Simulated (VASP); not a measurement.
Input:

```xyz
4
Lattice="4.0791 0.0000 0.0000 0.0000 4.0791 0.0000 0.0000 0.0000 5.4198" Properties=species:S:1:pos:R:3 pbc="T T T"
Pb     2.0396     4.0791     4.2135
Pb     0.0000     2.0396     1.2064
O      2.0396     2.0396     0.0000
O      0.0000     0.0000     0.0000
```

Level of theory: AM05 GGA, VASP's PBE PAW potentials (set 64) (plane waves; VASP 6.6.1). Settings: 520 eV cut-off, 6×6×4 Γ-centred mesh, Gaussian smearing of 0.050 eV, potentials Pb_d O.

Without a dispersion term in the relaxation, distances and binding between the weakly bound layers, chains or molecules are unreliable, and so is what depends on them.

Problem. The ions and cell shape at fixed volume are relaxed. What does this cell relax into?

Solution. 
```xyz
4
Lattice="4.0032 0.0000 0.0000 0.0000 4.0032 0.0000 0.0000 0.0000 5.6275" Properties=species:S:1:pos:R:3 pbc="T T T"
Pb     2.0016     0.0000     4.4415
Pb     0.0000     2.0016     1.1860
O      2.0016     2.0016     0.0000
O      0.0000     0.0000     0.0000
```
Space group P4/nmm (129), at a tolerance of 0.03 Å.

Problem. How much energy does the relaxation gain?

Solution. The energy (σ→0) changes by -14.7 meV/atom, in 7 ionic steps.

The compound is PbO in the litharge structure. This cell is one point of a volume scan, at 1.06 of the reference volume. Symmetry was kept, so distortions that lower it aren't found.
